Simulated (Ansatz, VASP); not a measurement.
# Cross-check of SiO2 between VASP and Ansatz, part 3 of 3

One calculation is typed for both programs; each brings its own data sets. How far apart do they land? The cell is taken from a series of runs on this material, whose earlier steps may have relaxed, scaled, displaced or heated it; both programs get it as it stands.

VASP 6.6.1 and Ansatz 0.2.0.

So far: Starting point; VASP: zone-centre phonons, LDA.

## (3) Ansatz: zone-centre phonons, LDA

Level of this step: Ansatz beside VASP: Kohn-Sham DFT, plane waves, LDA (Ansatz).

Ansatz runs on its PAW soft_1 files.

The same cell, functional (in two slightly different forms) and mesh now go to Ansatz, which takes its cutoff from its data sets.

Input file input.yaml:

```yaml
crystal:
  lattice:
    - [4.0573556084, 0.0, 0.0]
    - [0.0, 4.0573556084, 0.0]
    - [0.0, 0.0, 2.6234168397]
  atoms:
    - { symbol: O, position: [0.6964218847, 0.6964218847, 0.0] }
    - { symbol: O, position: [0.1964218847, 0.8035781153, 0.5] }
    - { symbol: O, position: [0.3035781153, 0.3035781153, 0.0] }
    - { symbol: O, position: [0.8035781153, 0.1964218847, 0.5] }
    - { symbol: Si, position: [0.5, 0.5, 0.5] }
    - { symbol: Si, position: [0.0, 0.0, 0.0] }
kpoints:
  mp_grid: { grid: [8, 8, 8] }
hamiltonian:
  xc: lda
  pseudopotentials: { kind: paw, azcp: { folder: soft_1 }, xc_functional: pbe }
scf:
  occupations: { method: fixed }
output:
  eigenvalues: true
phonons:
  method: dfpt
  dielectric: true
  rigid_motions: translations
```

The run is started by

```
$ ansatz run input.yaml --threads 4 --pin off --max-ram 16384MiB --backend cpu --events-out ev --progress --plain --runs-dir out
```

Numbers of over 12 decimals in the logs are rounded to 6 here.

What it wrote:

```text
Engine: ansatz 0.2.0, x86_64-unknown-linux-gnu
Pseudopotentials: kind: paw
Pseudopotential: O, paw, valence charge 6, recommended cutoff 420 eV (normal), soft_1/O.paw.azcp
Pseudopotential: Si, paw, valence charge 4, recommended cutoff 420 eV (normal), soft_1/Si.paw.azcp
Functional definition: SPW92
  exchange = slater_x
  correlation = pw_c
Crystal: 6 atoms, lattice volume = 43.187 Å³
Basis set: ecut = 420 eV, 825 PW (Γ), exchange–correlation on 60×60×36 points (8 copies of the dense FFT grid, shifted against one another)
Bands: 22, of which v1, the nominal top of the filled ones, is band 16 counted from 1 (15 counted from 0)
Symmetry: 16 space group operations
k-points: 260 of 512 (irreducible under 1 space group operation, time reversal used)
Non-local potential: O, projectors of the file, l = 0: 2, l = 1: 2, l = 2: 1
Non-local potential: Si, projectors of the file, l = 0: 2, l = 1: 2, l = 2: 1
PAW form: soft (Blöchl's): semilocal exchange-correlation on the pseudo side does not see the compensation charge
PAW frozen core: O, regenerated for the run's functional, and the local potential with it (the file was generated under x = pbe(κ = 0.804, μ = 0.219515), c = pbe(β = 0.066725))
PAW frozen core: Si, regenerated for the run's functional, and the local potential with it (the file was generated under x = pbe(κ = 0.804, μ = 0.219515), c = pbe(β = 0.066725))
PAW one-centre angular grid: O, 110 points (default); XC on 64 Gauss nodes
PAW one-centre angular grid: Si, 110 points (default); XC on 64 Gauss nodes
Initial density: superposition of atomic densities (chi_scale 0.1, normalization cell, long waves kept (reshape's long-wave potential 0.00 eV rms))
Initial wavefunctions: pseudopotential atomic-orbital guess
Functional: x = slater, c = lda
SCF iter   1: F=—  HF=-3447.592792 eV  |F-HF|=—  |Δ(HF+E_count)|=         —  Δρ=1.53e-1  dr2=7.70e0  ethr=3.10e-3  ⟨swp⟩=4.4  Hψ=25999  notcnv=0  defer=994
preconditioner: auto → none  [insulator: Δε(μ)=7.947 eV  Ē_g=20.562 eV  n_scr=10 (ndim 8)  ℏωp=32.0 eV  f_vac=0.000  ε∞_Penn≈3.4]
SCF iter   2: F=—  HF=-3445.419118 eV  |F-HF|=—  |Δ(HF+E_count)|=    2.17e0  Δρ=6.29e-2  dr2=6.06e-1  ethr=3.10e-3  ⟨swp⟩=3.1  Hψ=13782  notcnv=0  defer=989
SCF iter   3: F=—  HF=-3445.268486 eV  |F-HF|=—  |Δ(HF+E_count)|=   1.51e-1  Δρ=2.26e-2  dr2=7.77e-2  ethr=1.89e-3  ⟨swp⟩=2.2  Hψ=9586  notcnv=0  defer=1011
SCF iter   4: F=—  HF=-3445.270582 eV  |F-HF|=—  |Δ(HF+E_count)|=   2.10e-3  Δρ=2.00e-3  dr2=5.82e-4  ethr=2.43e-4  ⟨swp⟩=2.0  Hψ=6416  notcnv=0  defer=1040
SCF iter   5: F=—  HF=-3445.270786 eV  |F-HF|=—  |Δ(HF+E_count)|=   2.04e-4  Δρ=2.31e-4  dr2=1.04e-5  ethr=1.82e-6  ⟨swp⟩=2.0  Hψ=9351  notcnv=0  defer=1040
SCF iter   6: F=—  HF=-3445.270790 eV  |F-HF|=—  |Δ(HF+E_count)|=   4.41e-6  Δρ=3.04e-5  dr2=1.01e-7  ethr=3.25e-8  ⟨swp⟩=2.1  Hψ=9357  notcnv=0  defer=492
SCF iter   7: F=—  HF=-3445.270790 eV  |F-HF|=—  |Δ(HF+E_count)|=   2.44e-7  Δρ=4.46e-6  dr2=3.79e-9  ethr=3.16e-10  ⟨swp⟩=2.5  Hψ=9104  notcnv=0  defer=456
SCF iter   8: F=-3445.270790 eV  HF=-3445.270790 eV  |F-HF|=2.46e-11  |Δ(HF+E_count)|=   1.02e-9  Δρ=4.26e-7  dr2=4.14e-11  ethr=1.00e-12  ⟨swp⟩=12.0  Hψ=43278  notcnv=0
SCF 1 converged in 8 iterations: F = -3445.270790 eV  dr2 = 4.14e-11
  greatest PAW one-centre occupation: 0.857 electrons in one spin orbital (limit 2), on the O atom at site 3 (counted from 0), in its partial waves of l = 0
DFPT response loops at Γ: preconditioner auto → none (the input reference at scf.mixing.eps_inf says where Resta's filter doesn't serve); β = 0.50; Broyden in place of MSR1
── the response to a field inside a basis, on 8×8×8 k-points: an SCF that follows is theirs, and a resumed run solves both again ──
Bands: 17, of which v1, the nominal top of the filled ones, is band 16 counted from 1 (15 counted from 0)
k-points: 40 of 512
Initial density: handed on by an earlier stage of this run
Initial wavefunctions: pseudopotential atomic-orbital guess (no wavefunctions were taken with the density)
Eigensolver: Dense (40 Hₖ)
SCF iter   1: F=—  HF=-3445.272403 eV  |F-HF|=—  |Δ(HF+E_count)|=         —  Δρ=7.43e-4  dr2=3.68e-5  ethr=1.00e-1
preconditioner: auto → none  [insulator: Δε(μ)=7.094 eV  Ē_g=17.481 eV  n_scr=10 (ndim 8)  ℏωp=32.0 eV  f_vac=0.000  ε∞_Penn≈4.3]
SCF iter   2: F=—  HF=-3445.272392 eV  |F-HF|=—  |Δ(HF+E_count)|=   1.08e-5  Δρ=3.16e-4  dr2=8.53e-6  ethr=1.15e-7
SCF iter   3: F=—  HF=-3445.272391 eV  |F-HF|=—  |Δ(HF+E_count)|=   1.03e-6  Δρ=1.15e-4  dr2=1.67e-6  ethr=2.67e-8
SCF iter   4: F=-3445.272391 eV  HF=-3445.272391 eV  |F-HF|=9.00e-11  |Δ(HF+E_count)|=   5.62e-7  Δρ=7.83e-6  dr2=7.44e-9  ethr=5.22e-9
SCF 1 converged in 4 iterations: F = -3445.272391 eV  dr2 = 7.44e-9
  greatest PAW one-centre occupation: 0.857 electrons in one spin orbital (limit 2), on the O atom at site 2 (counted from 0), in its partial waves of l = 0
DFPT response loops at Γ: mixed as the last ones told, above
SCF converged after 8 iterations
Free energy (F): -3445.270790 eV
Harris-Foulkes:  -3445.270790 eV  (|F-HF|=2.46e-11)
Internal energy: -3445.270790 eV  (E = F + TS)
E sigma→0 (E₀):  -3445.270790 eV
Fermi energy:    11.545884 eV
--- Per-component energies (eV) ---
  E_band       = 86.035661
  E_kinetic    = 795.108447
  E_local      = -1150.064851  (includes V_loc(G=0)·N_el)
  E_nonlocal   = 263.334401
  E_hartree    = 419.596352
  E_xc         = -403.178082
  E_vxc        = -471.114598  (∫ρ·V_xc dr)
  E_paw        = -1583.823718  (= ΣΔE_a)
  E_vpaw       = -190.423987  (= ΣTr[D̂ρ^β])
  E_aug_tail   = 0.003335  (compensation charges beyond the density's cutoff)
  E_ewald      = -1786.803022
  E_core_change = 0.556347  (= ΣΔE_core)
  E_smearing   = -0.000000  (= −TS)
  E_closure    = 0.000000  (closes the sum)
  Σ components = -3445.270790   (vs F -3445.270790, Δ=0.00e0)
--- Band table (eV; the first three rows and the last of 260) ---
  k-point 0: bands = [... 12 lower, 8.9816, 10.5833, 10.5833, 11.5459, 18.1238, 18.4188, 20.2751, 20.2751, ... 2 higher]
  k-point 1: bands = [... 12 lower, 8.2993, 10.4056, 10.4056, 11.3072, 19.0884, 19.3200, 21.2117, 21.2117, ... 2 higher]
  k-point 2: bands = [... 12 lower, 7.0573, 9.8620, 9.8620, 10.5674, 19.9833, 21.7869, 21.9638, 23.2197, ... 2 higher]
  k-point 259: bands = [... 12 lower, 9.7105, 9.7105, 9.7792, 9.7792, 19.4141, 19.4141, 22.9841, 22.9841, ... 2 higher]
--- Phonons (Γ-DFPT): 4 representative perturbations + reference, on 260 of 512 k-points (Σ response iterations 12) ---
  k mesh reduced under 1 symmetry operation, with k and −k counted as one. Each operation leaves every solved perturbation unchanged. A smaller set is not considered because the run solves the response to a homogeneous field
  ASR residual: 2.555e-4 → 0.000e0 eV/Å²; symmetrization residual: 2.332e-6 eV/Å²
  ASR residual per site (eV/Å²): 2.55e-4 2.55e-4 2.55e-4 2.55e-4 4.95e-5 4.95e-5
  Γ frequencies (cm⁻¹): 0.00 0.00 0.00 189.27 400.91 491.47 491.47 624.55 628.14 628.14 684.73 684.73 709.42 821.51 822.76 880.91 880.91 1029.77
  ε∞ (high-frequency dielectric tensor):
        3.308055     0.000000     0.000000
        0.000000     3.308055     0.000000
        0.000000     0.000000     3.487502
  ε⁰ (static dielectric tensor: ions relaxed, cell fixed):
        9.508855    -0.000000    -0.000000
       -0.000000     9.508855     0.000000
       -0.000000     0.000000     8.413690
  ε⁰ − ε∞ (ionic part):
        6.200800    -0.000000    -0.000000
       -0.000000     6.200800     0.000000
       -0.000000     0.000000     4.926188
  softest optical mode at Γ: 189.27 cm⁻¹; the repairs (sum rule, projections) moved no ω² at Γ by more than (2.40 cm⁻¹)²
  Born effective charges Z* (e; rows j = field, columns β = displacement):
    site 0:
        -1.88870   -0.54746    0.00000
        -0.54746   -1.88870    0.00000
         0.00000    0.00000   -2.01698
    site 1:
        -1.88870    0.54746    0.00000
         0.54746   -1.88870    0.00000
         0.00000    0.00000   -2.01698
    site 2:
        -1.88870   -0.54746    0.00000
        -0.54746   -1.88870    0.00000
         0.00000    0.00000   -2.01698
    site 3:
        -1.88870    0.54746    0.00000
         0.54746   -1.88870    0.00000
         0.00000    0.00000   -2.01698
    site 4:
         3.77740   -0.30979    0.00000
        -0.30979    3.77740    0.00000
         0.00000    0.00000    4.03395
    site 5:
[...]
Z* charge neutrality: 2.789e-3 e pre-enforcement
  solved inside a basis spanned on kpoints, on 8×8×8 k-points, its susceptibility summed on 8×8×12: ε∞ is read to err by 8.0e-3, Z* by 1.4e-2 e (field_mesh: kpoints solves on kpoints); Z* is corrected for what the basis lacks
  optical modes at Γ without the LO–TO term, one row a degenerate level:
      ω (cm⁻¹)  modes    IR ((D/Å)²/amu)
[...]
optical modes at Γ + LO–TO along q̂ = [1.0000, 0.0000, 0.0000]:
      ω (cm⁻¹)  modes    IR ((D/Å)²/amu)
[...]
optical modes at Γ + LO–TO along q̂ = [0.0000, 1.0000, 0.0000]:
      ω (cm⁻¹)  modes    IR ((D/Å)²/amu)
[...]
optical modes at Γ + LO–TO along q̂ = [0.0000, 0.0000, 1.0000]:
      ω (cm⁻¹)  modes    IR ((D/Å)²/amu)
[...]
624.55      1             0.0000
        628.14      2             0.0000
        684.73      2            13.3519
        821.51      1             0.0000
        822.76      1             0.0000
        880.91      2            35.8345
       1029.77      1             0.0000
       1101.89      1            50.2006
```

The column dr2 measures how far the density is from self-consistency, as an energy; F and HF (Harris–Foulkes) agree once it is small.

## (4) Comparison

Known differences besides the potentials themselves: fixed occupations in Ansatz, narrow Gaussian smearing in VASP; VASP's response is taken on the typed mesh, Ansatz refines its own for the field response alone; the cutoff is 420 eV in Ansatz and 600 eV in VASP; VASP's log shows a relativistic correction to its local exchange, Ansatz's none; VASP's log repeats an internal error in its field response. Total energies have different zeros and are not compared.

Both answers:

```csv
quantity,Ansatz,VASP,difference
ε∞ xx,3.31,3.28,+0.74 %
ε∞ yy,3.31,3.28,+0.74 %
ε∞ zz,3.49,3.46,+0.80 %
Born charge of O1 (mean of the diagonal) (e),-1.93,-1.91,-0.02
Born charge of Si5 (mean of the diagonal) (e),3.86,3.83,+0.03
optical mode 1 (cm⁻¹),189.3,189.0,+0.12 %
optical mode 2 (cm⁻¹),400.9,403.6,-0.66 %
optical mode 3 to 4 (cm⁻¹),491.5,494.4,-0.59 %
optical mode 5 (cm⁻¹),624.5,628.1,-0.57 %
optical mode 6 to 7 (cm⁻¹),628.1,633.3,-0.81 %
optical mode 8 to 9 (cm⁻¹),684.7,688.5,-0.55 %
optical mode 10 (cm⁻¹),709.4,716.2,-0.94 %
optical mode 11 (cm⁻¹),821.5,825.3,-0.46 %
optical mode 12 (cm⁻¹),822.8,830.0,-0.87 %
optical mode 13 to 14 (cm⁻¹),880.9,886.0,-0.58 %
optical mode 15 (cm⁻¹),1029.8,1033.4,-0.36 %
```

Modes are paired by rising frequency, not by their patterns, so a pair may set unlike modes beside each other; they are those without the splitting of longitudinal modes.

## (5) Outcome

```yaml
r_m_s_difference_of_the_optical_zone_centre_modes_each_program_s_sorted_by_frequency_zone_centre_phonons_lda: 4.4 cm⁻¹
difference_in_optical_mode_10_zone_centre_phonons_lda: -0.9 %
```

**Reading.** The r.m.s. difference of the optical zone-centre modes, each program's sorted by frequency is 4.4 cm⁻¹ (zone-centre phonons, LDA). Among the rows given in per cent, the largest difference of the zone-centre phonons, LDA pair is in optical mode 10, -0.9 %. Such differences can come from data sets, numerical settings and the points named under the comparisons, not from the functional's error against experiment.

[Lines on the potential files, build, host, timing and source positions are cut from VASP's logs without a mark.]

[Logs are printed without paths, hosts, clocks, repeated set-up lines and the standing remarks that a program may print on its own settings, such as how far it seeks lower states.]

[Hosts, paths, dates, database ids (printed as entryN), source tags and the programs' standing remarks are cut or masked in the printed files.]
